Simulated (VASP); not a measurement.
Given:

```yaml
crystal:
  lattice:
    - [4.07837, 0.00000, 0.00000]
    - [0.00000, 4.07837, 0.00000]
    - [0.00000, 0.00000, 4.07837]
  atoms:
    - { symbol: K, position: [0.00000, 0.00000, 0.00000] }
    - { symbol: Zn, position: [0.50000, 0.50000, 0.50000] }
    - { symbol: F, position: [0.50000, 0.00000, 0.50000] }
    - { symbol: F, position: [0.00000, 0.50000, 0.50000] }
    - { symbol: F, position: [0.50000, 0.50000, 0.00000] }
```

Level of theory: optB86b-vdW, VASP's PBE PAW potentials (set 64) (plane waves; VASP 6.6.1). Numerical set-up: 520 eV cut-off, 6×6×6 Γ-centred mesh, tetrahedra with Blöchl corrections, potentials K_sv Zn F.

Question: What does the run give for the energy per atom (σ→0), band gap (on the k-mesh) with the smallest direct gap where there is one?

Answer: 
The band gap (on the k-mesh) is 3.77 eV. The smallest direct gap (on the k-mesh) is 5.50 eV. The energy per atom (σ→0) is -1.941 eV/atom.

The absolute energy has meaning only against runs of the same code, potentials and settings.

The compound is KZnF3 in the cubic perovskite structure. It was relaxed first.
